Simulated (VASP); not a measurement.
# ZnHg3 (Fm-3m) in VASP: a series of runs

Runs on ZnHg3. Level: LDA. Tasks: single point, relaxation of cell and atoms.

All numbers are computed with VASP 6.6.1; they aren't measurements. Logs are shortened: lines on timing, memory, paths and dates and some standing lists are left out, and cuts for length are marked.

## Step 1: The structure

The structure is cubic, space group Fm-3m (No. 225). The conventional cell has a = 6.923 Å, b = 6.923 Å, c = 6.923 Å, α = 90.00°, β = 90.00°, γ = 90.00°. Around Zn (site symmetry m-3m) lie 8 Hg at 3.00 Å. Hg (site symmetry -43m) has 4 Zn at 3.00 Å and 4 Hg at 3.00 Å as nearest neighbours. Hg (site symmetry m-3m) has 8 Hg at 3.00 Å as nearest neighbours.

The cell comes from a database or a generator and needn't be the stable form of this composition.

## Step 2: Single point, LDA

INCAR

```
PREC     = Accurate       # precision mode
ENCUT    = 520            # plane-wave cutoff, eV
EDIFF    = 1E-6           # SCF threshold, eV
ISMEAR   = 1              # smearing method
SIGMA    = 0.1            # smearing width, eV
LREAL    = False          # projectors in reciprocal space
LASPH    = True           # aspherical terms in the spheres
NELM     = 100            # most SCF steps
ALGO     = Normal         # electronic algorithm
ISIF     = 2              # what is computed and relaxed
LWAVE    = False          # write WAVECAR
LCHARG   = False          # write CHGCAR
GGA      = CA             # functional
NBANDS   = 32             # bands
```

KPOINTS

```
Automatic mesh
0
Gamma
  5 5 5
```

POSCAR

```
ZnHg3
1.0
    0.0000000000      3.4614188089      3.4614188089
    3.4614188089      0.0000000000      3.4614188089
    3.4614188089      3.4614188089      0.0000000000
Zn Hg
1 3
Direct
    0.0000000000      0.0000000000      0.0000000000
    0.2500000000      0.2500000000      0.2500000000
    0.7500000000      0.7500000000      0.7500000000
    0.5000000000      0.5000000000      0.5000000000
```

Potentials or basis: VASP PAW LDA potentials, release 64 (Zn, Hg).

Run with:

```console
> cat potpaw_LDA.64/Zn/POTCAR potpaw_LDA.64/Hg/POTCAR > POTCAR
> mpirun -np 1 vasp_std > vasp.out
```

OUTCAR:

```text
PREC = Accurate
   ENCUT = 520
   EDIFF = 1E-6
   ISMEAR = 1
   LREAL = False
   LASPH = True
   NELM = 100
   ISIF = 2
   GGA = CA

 ion  position               nearest neighbor table
   1  0.000  0.000  0.000-   3 3.00   3 3.00   3 3.00   2 3.00   3 3.00   2 3.00   2 3.00   2 3.00

   2  0.250  0.250  0.250-   1 3.00   1 3.00   1 3.00   1 3.00   4 3.00   4 3.00   4 3.00   4 3.00
                             3 3.46   3 3.46   3 3.46   3 3.46   3 3.46   3 3.46
   3  0.750  0.750  0.750-   4 3.00   4 3.00   4 3.00   1 3.00   4 3.00   1 3.00   1 3.00   1 3.00
                             2 3.46   2 3.46   2 3.46   2 3.46   2 3.46   2 3.46
   4  0.500  0.500  0.500-   2 3.00   2 3.00   2 3.00   2 3.00   3 3.00   3 3.00   3 3.00   3 3.00

  LATTYP: Found a face centered cubic cell.
 ALAT       =     6.9228376178

  Lattice vectors:

 A1 = (   0.0000000000,   3.4614188089,   3.4614188089)
 A2 = (   3.4614188089,   0.0000000000,   3.4614188089)
 A3 = (   3.4614188089,   3.4614188089,   0.0000000000)

Analysis of symmetry for initial positions (statically):
=====================================================================
 Subroutine PRICEL returns:
 Original cell was already a primitive cell.

 Routine SETGRP: Setting up the symmetry group for a
 face centered cubic supercell.

 Subroutine GETGRP returns: Found 48 space group operations
 (whereof 48 operations were pure point group operations)
 out of a pool of 48 trial point group operations.

The static configuration has the point symmetry O_h .

Analysis of symmetry for dynamics (positions and initial velocities):
=====================================================================
 Subroutine PRICEL returns:
 Original cell was already a primitive cell.

 Routine SETGRP: Setting up the symmetry group for a
 face centered cubic supercell.

 Subroutine GETGRP returns: Found 48 space group operations
 (whereof 48 operations were pure point group operations)
 out of a pool of 48 trial point group operations.

The dynamic configuration has the point symmetry O_h .

 Subroutine INISYM returns: Found 48 space group operations
 (whereof 48 operations are pure point group operations),
 and found     1 'primitive' translations

----------------------------------------------------------------------------------------

                                     Primitive cell

  volume of cell :      82.9454

  direct lattice vectors                    reciprocal lattice vectors
     0.000000000  3.461418809  3.461418809    -0.144449438  0.144449438  0.144449438
     3.461418809  0.000000000  3.461418809     0.144449438 -0.144449438  0.144449438
     3.461418809  3.461418809  0.000000000     0.144449438  0.144449438 -0.144449438

  length of vectors
     4.895185425  4.895185425  4.895185425     0.250193765  0.250193765  0.250193765

  position of ions in fractional coordinates (direct lattice)
     0.000000000  0.000000000  0.000000000
     0.250000000  0.250000000  0.250000000
     0.750000000  0.750000000  0.750000000
     0.500000000  0.500000000  0.500000000

  ion indices of the primitive-cell ions
   primitive index   ion index
                 1           1
                 2           2
                 3           3
                 4           4

----------------------------------------------------------------------------------------

 KPOINTS: Automatic mesh

Automatic generation of k-mesh.
 Grid dimensions read from file:
 generate k-points for:    5    5    5

 Generating k-lattice:

  Cartesian coordinates                     Fractional coordinates (reciprocal lattice)
    -0.028889888  0.028889888  0.028889888     0.200000000  0.000000000  0.000000000
     0.028889888 -0.028889888  0.028889888     0.000000000  0.200000000  0.000000000
     0.028889888  0.028889888 -0.028889888     0.000000000  0.000000000  0.200000000

  Length of vectors
     0.050038753  0.050038753  0.050038753

  Shift w.r.t. Gamma in fractional coordinates (k-lattice)
     0.000000000  0.000000000  0.000000000

 Subroutine IBZKPT returns following result:
 ===========================================

 Found     10 irreducible k-points:

 Following reciprocal coordinates:
            Coordinates               Weight
  0.000000  0.000000  0.000000      1.000000
  0.200000  0.000000  0.000000      8.000000
  0.400000  0.000000  0.000000      8.000000
  0.200000  0.200000  0.000000      6.000000
  0.400000  0.200000  0.000000     24.000000
 -0.400000  0.200000  0.000000     24.000000
 -0.200000  0.200000  0.000000     12.000000
  0.400000  0.400000  0.000000      6.000000
 -0.400000  0.400000  0.000000     12.000000
 -0.400000  0.400000  0.200000     24.000000
   k-points           NKPTS =     10   k-points in BZ     NKDIM =     10   number of bands    NBANDS=     32
   number of dos      NEDOS =    301   number of ions     NIONS =      4
   total plane-waves  NPLWV =  46656
   dimension x,y,z NGX =    36 NGY =   36 NGZ =   36
[... 26 lines left out ...]
     AMIX     =   0.40;   BMIX     =  1.00
     AMIX_MAG =   1.60;   BMIX_MAG =  1.00
  volume/ion in A,a.u.               =      20.74       139.94
  Fermi-wavevector in a.u.,A,eV,Ry     =   1.364241  2.578042 25.322531  1.861153
  Thomas-Fermi vector in A             =   2.490574
   LORBIT       =      0    0 simple, 1 ext, 2 COOP (PROOUT), +10 PAW based schemes
   GGA     = CA    functional components
   LHFCALC =     F    Hartree Fock is set to
   AEXX    =    0.0000 exact exchange contribution
   IVDW    =     0    specifies the selected vdW correction
   LEPSILON=     F    determine dielectric tensor
   LRPA    =     F    only Hartree local field effects (RPA)
 non-spin polarized calculation
 Methfessel and Paxton  Order N= 1 SIGMA  =   0.10
  energy-cutoff  :      520.00
  volume of cell :       82.95
 maximum number of plane-waves:      2251
   NGX = 19   NGY = 19   NGZ = 19

 number of electron      48.0000006 magnetization

 Free energy of the ion-electron system (eV)
  ---------------------------------------------------
  ext. energy  EPLUGINS =         0.00000000
  ---------------------------------------------------
  free energy    TOTEN  =        -4.16128872 eV

  energy without entropy =       -4.16118111  energy(sigma->0) =       -4.16125285

 E-fermi :   2.7335     XC(G=0): -11.5199

 val. band max:        2.7014234555   @ k =   0.0000   0.0000   0.0000
 cond. band min:       2.8342294617   @ k =   0.0000   0.0000   0.0000
 fundamental gap:      0.1328060062
 Fermi energy:         2.7335269543

 k-point     1 :       0.0000    0.0000    0.0000
  band No.  band energies     occupation
      1      -6.7592      2.00000
      2      -5.2279      2.00000
      3      -5.2279      2.00000
      4      -4.5996      2.00000
      5      -4.5996      2.00000
      6      -4.5996      2.00000
[... 24 lines left out ...]
     31       6.9916      0.00000
     32       6.9916      0.00000

 k-point     2 :       0.2000    0.0000    0.0000
  band No.  band energies     occupation
      1      -6.3384      2.00000
      2      -5.0876      2.00000
      3      -5.0876      2.00000
      4      -4.9594      2.00000
      5      -4.7733      2.00000
      6      -4.7733      2.00000
[... 24 lines left out ...]
     31       8.2327      0.00000
     32      10.0017      0.00000

 k-point     3 :       0.4000    0.0000    0.0000
  band No.  band energies     occupation
      1      -5.3471      2.00000
      2      -4.9554      2.00000
      3      -4.8536      2.00000
      4      -4.8536      2.00000
      5      -4.7442      2.00000
      6      -4.7442      2.00000
[... 24 lines left out ...]
     31      10.6550      0.00000
     32      11.9656      0.00000

 k-point     4 :       0.2000    0.2000    0.0000
  band No.  band energies     occupation
      1      -6.1962      2.00000
      2      -5.0679      2.00000
      3      -5.0651      2.00000
      4      -4.8748      2.00000
      5      -4.8748      2.00000
      6      -4.8363      2.00000
[... 164 lines left out ...]
     31      12.3985      0.00000
     32      12.9880      0.00000

 k-point     9 :      -0.4000    0.4000    0.0000
  band No.  band energies     occupation
      1      -5.3528      2.00000
      2      -5.2544      2.00000
      3      -4.9445      2.00000
      4      -4.9303      2.00000
      5      -4.6726      2.00000
      6      -4.5961      2.00000
[... 24 lines left out ...]
     31      11.8931      0.00000
     32      12.9953      0.00000

 k-point    10 :      -0.4000    0.4000    0.2000
  band No.  band energies     occupation
      1      -5.1749      2.00000
      2      -5.1490      2.00000
      3      -5.1446      2.00000
      4      -4.8928      2.00000
      5      -4.8402      2.00000
      6      -4.6504      2.00000
[... 24 lines left out ...]
     31      11.2465      0.00000
     32      12.3902      0.00000

------------------------ aborting loop because EDIFF is reached ----------------------------------------

  FORCE on cell =-STRESS in cart. coord.  units (eV):
  Direction    XX          YY          ZZ          XY          YZ          ZX
  --------------------------------------------------------------------------------------
  -------------------------------------------------------------------------------------
  Total        0.1258268      0.1258268      0.1258268      0.0000000     -0.0000000     -0.0000000
  in kB        2.4304756      2.4304756      2.4304756      0.0000000     -0.0000000     -0.0000000
  external PRESSURE =       2.4304756 kB  Pullay stress =       0.0000000 kB

 VOLUME and BASIS-vectors are now :
 -----------------------------------------------------------------------------
  energy-cutoff  :      520.00
  volume of cell :       82.95
      direct lattice vectors                 reciprocal lattice vectors
     0.000000000  3.461418809  3.461418809    -0.144449438  0.144449438  0.144449438
     3.461418809  0.000000000  3.461418809     0.144449438 -0.144449438  0.144449438
     3.461418809  3.461418809  0.000000000     0.144449438  0.144449438 -0.144449438

 POSITION                                       TOTAL-FORCE (eV/Angst)
 -----------------------------------------------------------------------------------
      0.00000      0.00000      0.00000        -0.000000     -0.000000      0.000000
      1.73071      1.73071      1.73071         0.000000      0.000000     -0.000000
      5.19213      5.19213      5.19213        -0.000000     -0.000000      0.000000
      3.46142      3.46142      3.46142        -0.000000     -0.000000      0.000000
 -----------------------------------------------------------------------------------
    total drift:                                0.000000      0.000000      0.000000

  FREE ENERGIE OF THE ION-ELECTRON SYSTEM (eV)
  ---------------------------------------------------
  free  energy   TOTEN  =        -4.1612887232 eV

  energy  without entropy=       -4.1611811134  energy(sigma->0) =       -4.16125285
```

It took 15 s on 1 thread of Intel Xeon Platinum 8559C (Emerald Rapids), shared host; peak memory 0.18 GiB.

Results:

```
Free energy            : -4.1613 eV
Pressure               : 0.2 GPa
Band gap on the k mesh : none (metal or under the smearing width)
```

Levels at points of the mesh, in eV from the Fermi level:
```tsv
k point	band 20	band 21	band 22	band 23	band 24	band 25	band 26	band 27
(0.00, 0.00, 0.00)	-5.82	-5.82	-0.03	0.10	3.29	3.29	3.29	3.61
```

The run has no spin-orbit coupling, so splittings on Hg are missing.

## Step 3: Relaxation of cell and atoms, LDA

This run uses another cell than the first one, of 25.50 Å³/atom, 1.230 times its volume.

INCAR

```
SYSTEM = ZnHg3
  ALGO = Normal
  EDIFF = 1E-7
  EDIFFG = -0.03
  ENCUT = 600
  IBRION = 2
  ISIF = 3
  ISMEAR = 1
  LASPH = .TRUE.
  LCHARG = .FALSE.
  LREAL = .FALSE.
  LWAVE = .FALSE.
  NELM = 100
  NSW = 60
  PREC = Accurate
  SIGMA = 0.1
```

KPOINTS

```
k-points
0
G
  5 5 5
  0 0 0
```

POSCAR

```
ZnHg3
1.0
    0.0000000000      3.7085060000      3.7085060000
    3.7085060000      0.0000000000      3.7085060000
    3.7085060000      3.7085060000      0.0000000000
Zn Hg
1 3
Direct
    0.0000000000      0.0000000000      0.0000000000
    0.2500000000      0.2500000000      0.2500000000
    0.7500000000      0.7500000000      0.7500000000
    0.5000000000      0.5000000000      0.5000000000
```

Potentials or basis: VASP PAW LDA potentials, release 64 (Zn, Hg).

Run with:

```console
> cat potpaw_LDA.64/Zn/POTCAR potpaw_LDA.64/Hg/POTCAR > POTCAR
> mpirun -np 1 vasp_std > vasp.out
```

It took 100 s on 1 thread of Intel Xeon Platinum 8559C (Emerald Rapids), shared host; peak memory 0.23 GiB.

It converged, with:

```
Free energy                            : -4.1635 eV
Relaxed volume                         : 20.88 Å³/atom
Relaxed cell                           : a = 4.907 Å, b = 4.907 Å, c = 4.907 Å, α = 60.00°, β = 60.00°, γ = 60.00°
Space group after relaxing (to 0.05 Å) : Fm-3m (No. 225)
Energy gained by relaxing              : 95.3 meV/atom
Ionic steps                            : 4
Pressure after relaxing                : 0.0 GPa
Band gap on the k mesh                 : none (metal or under the smearing width)
```

Step by step:
| step | energy change (eV) | largest force (eV/Å) | pressure (GPa) | volume (Å³) |
| --- | --- | --- | --- | --- |
| 1 | 0.0000 | 0.0000 | -5.14 | 102.01 |
| 2 | -0.3211 | 0.0000 | -2.90 | 90.39 |
| 3 | -0.3741 | 0.0000 | -0.98 | 85.68 |
| 4 | -0.3813 | 0.0000 | 0.02 | 83.53 |

Final structure:
```
Zn Hg
1.0
     0.00000    3.46955    3.46955
     3.46955    0.00000    3.46955
     3.46955    3.46955    0.00000
Zn Hg
1 3
Direct
  0.00000 0.00000 0.00000
  0.25000 0.25000 0.25000
  0.75000 0.75000 0.75000
  0.50000 0.50000 0.50000
```

Levels at points of the mesh, in eV from the Fermi level:
| k point | band 20 | band 21 | band 22 | band 23 | band 24 | band 25 | band 26 | band 27 |
| --- | --- | --- | --- | --- | --- | --- | --- | --- |
| (0.00, 0.00, 0.00) | -5.82 | -5.82 | -0.06 | 0.08 | 3.28 | 3.28 | 3.28 | 3.60 |

Caveat: the volume moved by over 15 % at a fixed basis, so the end points are rough.

## Step 4: Single point, LDA

This run uses another cell than the first one, of 19.91 Å³/atom, 0.960 times its volume.

INCAR

```
SYSTEM = ZnHg3
ALGO     = Fast           ! electronic algorithm
EDIFF    = 1E-6           ! SCF threshold, eV
ENCUT    = 520            ! plane-wave cutoff, eV
GGA      = CA             ! functional
ISIF     = 2              ! what is computed and relaxed
ISMEAR   = 1              ! smearing method
LASPH    = .True.         ! aspherical terms in the spheres
LCHARG   = .False.        ! write CHGCAR
LREAL    = .False.        ! projectors in reciprocal space
LWAVE    = .False.        ! write WAVECAR
NBANDS   = 32             ! bands
NELM     = 100            ! most SCF steps
PREC     = Accurate       ! precision mode
SIGMA    = 0.1            ! smearing width, eV
```

KPOINTS

```
k-points
0
Gamma
  5 5 5
  0 0 0
```

POSCAR

```
ZnHg3
1.0
    4.3024337978      0.0000000000      0.0000000000
    0.0000000000      4.3024337978      0.0000000000
    0.0000000000      0.0000000000      4.3024337978
Zn Hg
1 3
Direct
    0.5000000000      0.5000000000      0.5000000000
    0.5000000000      0.0000000000      0.0000000000
    0.0000000000      0.5000000000      0.0000000000
    0.0000000000      0.0000000000      0.5000000000
```

Run with:

```console
> cat potpaw_LDA.64/Zn/POTCAR potpaw_LDA.64/Hg/POTCAR > POTCAR
> mpirun -np 1 vasp_std > vasp.out
```

It took 9.6 s on 1 thread of Intel Xeon Platinum 8559C (Emerald Rapids), shared host; peak memory 0.16 GiB.

Results (log left out):

- Free energy: -4.3358 eV
- Pressure: 0.6 GPa
- Band gap on the k mesh: none (metal or under the smearing width)

Levels at points of the mesh, in eV from the Fermi level:
```csv
k point,band 20,band 21,band 22,band 23,band 24,band 25,band 26,band 27,band 28,band 29
"(0.00, 0.00, 0.00)",-5.82,-5.82,-0.80,-0.80,-0.80,0.88,0.88,1.41,6.72,6.72
```

## Step 5: Relaxation of cell and atoms, LDA

This run uses another cell than the first one, of 23.76 Å³/atom, 1.146 times its volume.

INCAR

```
ALGO = Fast
EDIFF = 1E-7
EDIFFG = -0.03
ENCUT = 600
GGA = CA
IBRION = 2
ISIF = 3
ISMEAR = 1
LASPH = T
LCHARG = F
LREAL = F
LWAVE = F
NELM = 100
NSW = 60
PREC = Accurate
SIGMA = 0.1
```

KPOINTS

```
k-points
0
Gamma
  5 5 5
```

POSCAR

```
ZnHg3
1.0
    4.5632310000      0.0000000000      0.0000000000
    0.0000000000      4.5632310000      0.0000000000
    0.0000000000      0.0000000000      4.5632310000
Zn Hg
1 3
Direct
    0.5000000000      0.5000000000      0.5000000000
    0.5000000000      0.0000000000      0.0000000000
    0.0000000000      0.5000000000      0.0000000000
    0.0000000000      0.0000000000      0.5000000000
```

Run with:

```console
> cat potpaw_LDA.64/Zn/POTCAR potpaw_LDA.64/Hg/POTCAR > POTCAR
> mpirun -np 1 vasp_std > vasp.out
```

It took 61 s on 1 thread of Intel Xeon Platinum 8559C (Emerald Rapids), shared host; peak memory 0.2 GiB.

Results (log left out):

```
Free energy                            : -4.3386 eV
Relaxed volume                         : 20.10 Å³/atom
Relaxed cell                           : a = 4.316 Å, b = 4.316 Å, c = 4.316 Å, α = 90.00°, β = 90.00°, γ = 90.00°
Space group after relaxing (to 0.05 Å) : Pm-3m (No. 221)
Energy gained by relaxing              : 91.2 meV/atom
Ionic steps                            : 5
Pressure after relaxing                : -0.1 GPa
Band gap on the k mesh                 : none (metal or under the smearing width)
```

Step by step:
```
step  energy change (eV)  largest force (eV/Å)  pressure (GPa)  volume (Å³)
   1              0.0000                0.0000           -5.38        95.02
   2             -0.3231                0.0000           -2.95        84.47
   3             -0.3617                0.0000           -0.88        81.34
   4             -0.3647                0.0000            0.25        80.11
   5             -0.3646                0.0000           -0.12        80.39
```

Final structure:
```cif
data_structure
_symmetry_space_group_name_H-M 'P 1'
_symmetry_Int_Tables_number 1
_cell_length_a 4.3159
_cell_length_b 4.3159
_cell_length_c 4.3159
_cell_angle_alpha 90.000
_cell_angle_beta 90.000
_cell_angle_gamma 90.000
_cell_volume 80.39
loop_
_atom_site_label
_atom_site_type_symbol
_atom_site_fract_x
_atom_site_fract_y
_atom_site_fract_z
_atom_site_occupancy
Zn1 Zn 0.50000 0.50000 0.50000 1
Hg1 Hg 0.50000 0.00000 0.00000 1
Hg2 Hg 0.00000 0.50000 0.00000 1
Hg3 Hg 0.00000 0.00000 0.50000 1
```

Levels at points of the mesh, in eV from the Fermi level:
```csv
k point,band 21,band 22,band 23,band 24,band 25,band 26,band 27,band 28
"(0.00, 0.00, 0.00)",-5.93,-0.88,-0.88,-0.88,0.72,0.72,1.25,6.59
```

Caveat: the volume moved by over 15 % at a fixed basis, so the end points are rough. The run has no spin-orbit coupling, so splittings on Hg are missing.

## Step 6: The runs side by side

| task | cell | cutoff (eV) | gap on the mesh (eV) | pressure (GPa) |
| --- | --- | --- | --- | --- |
| single point | Fm-3m, 20.74 Å³/atom | 520 | none | 0.2 |
| relaxation of cell and atoms | relaxed | 600 | none | -0.1 |
| single point | Pm-3m, 19.91 Å³/atom | 520 | none | 0.6 |

Alike in all rows: level LDA; potentials or basis VASP PAW LDA potentials, release 64 (Zn, Hg); no spin polarisation; k mesh 5 × 5 × 5; smearing methfessel-paxton 0.1 eV.

Caveats: the volume moved by over 15 % at a fixed basis, so the end points are rough (some runs).

Absolute energies hang on the potentials; compare differences alone.
